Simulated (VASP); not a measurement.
A convergence study with VASP on AgCl (rock salt): one setting is varied, all else stays as given below, so the limit is that of these other settings.

```yaml
crystal:
  lattice:
    - [0.00000, 2.77500, 2.77500]
    - [2.77500, 0.00000, 2.77500]
    - [2.77500, 2.77500, 0.00000]
  atoms:
    - { symbol: Ag, position: [0.00000, 0.00000, 0.00000] }
    - { symbol: Cl, position: [0.50000, 0.50000, 0.50000] }
```

All values below come from PBE GGA, VASP's PBE PAW potentials (set 64) (plane waves; VASP). The tightest run used: 550 eV cut-off, 14×14×14 Γ-centred mesh, Gaussian smearing of 0.010 eV, potentials Ag Cl.

Problem. The settings run are 4×4×4 mesh; 6×6×6 mesh; 8×8×8 mesh; 10×10×10 mesh; 12×12×12 mesh; 14×14×14 mesh. From which on does the mean ε∞ stay within 0.1  of the tightest run?

Solution. From 6×6×6 mesh on: it is off by 0.05 there and by no more than 0.1 in any finer run, while 4×4×4 mesh is off by 0.37.
```json
[
 {"setting": "4×4×4 mesh", "mean ε∞": "5.41", "highest Γ mode (cm⁻¹)": "104.3", "irreducible k-points": "8", "difference judged ()": "0.37"},
 {"setting": "6×6×6 mesh", "mean ε∞": "5.09", "highest Γ mode (cm⁻¹)": "105.9", "irreducible k-points": "16", "difference judged ()": "0.05"},
 {"setting": "8×8×8 mesh", "mean ε∞": "5.05", "highest Γ mode (cm⁻¹)": "106.0", "irreducible k-points": "29", "difference judged ()": "0.01"},
 {"setting": "10×10×10 mesh", "mean ε∞": "5.04", "highest Γ mode (cm⁻¹)": "106.0", "irreducible k-points": "47", "difference judged ()": "0.00"},
 {"setting": "12×12×12 mesh", "mean ε∞": "5.04", "highest Γ mode (cm⁻¹)": "106.0", "irreducible k-points": "72", "difference judged ()": "0.00"},
 {"setting": "14×14×14 mesh", "mean ε∞": "5.04", "highest Γ mode (cm⁻¹)": "106.1", "irreducible k-points": "104", "difference judged ()": "0.00"}
]
```

Left out are rungs that failed or repeat a setting and relaxations that didn't move; long series are thinned to 24 rows.

The compound is AgCl in the rock salt structure. The cell was not relaxed at this level.
